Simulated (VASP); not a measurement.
Input of a VASP 6.6.1 run:

INCAR

```
  ALGO = Fast
  EDIFF = 1E-4
  EDIFFG = -0.08
  ENCUT = 520
  GGA = PE
  IBRION = 2
  ISIF = 3
  ISMEAR = 0
  LASPH = T
  LCHARG = F
  LREAL = F
  LWAVE = F
  NELM = 60
  NSW = 24
  PREC = Normal
  SIGMA = 0.15
```

The input KPOINTS:

```
k-points
0
Gamma
  6 6 2
```

Contents of POSCAR:

```
Ti2RuC3
1.0
    3.0635294900      0.0000000000      0.0000000000
   -1.5317647400      2.6530943600      0.0000000000
    0.0000000000      0.0000000000      8.5041119500
Ti Ru C
2 1 3
Direct
    0.0000000000      0.0000000000      0.3350000000
    0.0000000000      0.0000000000      0.6650000000
    0.0000000000      0.0000000000      0.0000000000
    0.3333333300      0.6666666700      0.8350000000
    0.3333333300      0.6666666700      0.1650000000
    0.3333333300      0.6666666700      0.5000000000
```

Potentials or basis: VASP PAW PBE potentials, release 64 (Ti_sv, Ru_pv, C).

Launch:

```sh
$ cat potpaw_PBE.64/Ti_sv/POTCAR potpaw_PBE.64/Ru_pv/POTCAR potpaw_PBE.64/C/POTCAR > POTCAR
$ mpirun -np 1 vasp_std > vasp.out
```

Task: Estimate the band gap on the k mesh.

Result: None (metal or under the smearing width).

Task: Estimate the space group after relaxing (to 0.05 Å).

Result: P-6m2 (No. 187).

Task: Predict the relaxed cell.

Result: a = 2.921 Å, b = 2.921 Å, c = 8.385 Å, α = 90.00°, β = 90.00°, γ = 120.00°.

Task: Estimate the relaxed volume.

Result: 10.33 Å³/atom.

Step by step:
| step | energy change (eV) | largest force (eV/Å) | pressure (GPa) | volume (Å³) |
| --- | --- | --- | --- | --- |
| 1 | 0.0000 | 1.6350 | -22.16 | 69.12 |
| 2 | 0.2491 | 0.6107 | 46.88 | 54.37 |
| 3 | -0.6672 | 1.0313 | 2.22 | 61.60 |
| 4 | -0.7729 | 0.2490 | 1.47 | 61.60 |
| 5 | -0.7734 | 0.1949 | 1.18 | 61.60 |
| 6 | -0.7747 | 0.0898 | -1.12 | 62.21 |
| 7 | -0.7760 | 0.0677 | -0.51 | 61.95 |

Caveat: the k mesh is coarse (spacing up to 0.39 Å⁻¹), so the values aren't converged; the relaxation stopped at a loose force limit of 0.08 eV/Å, so its end isn't a converged minimum.
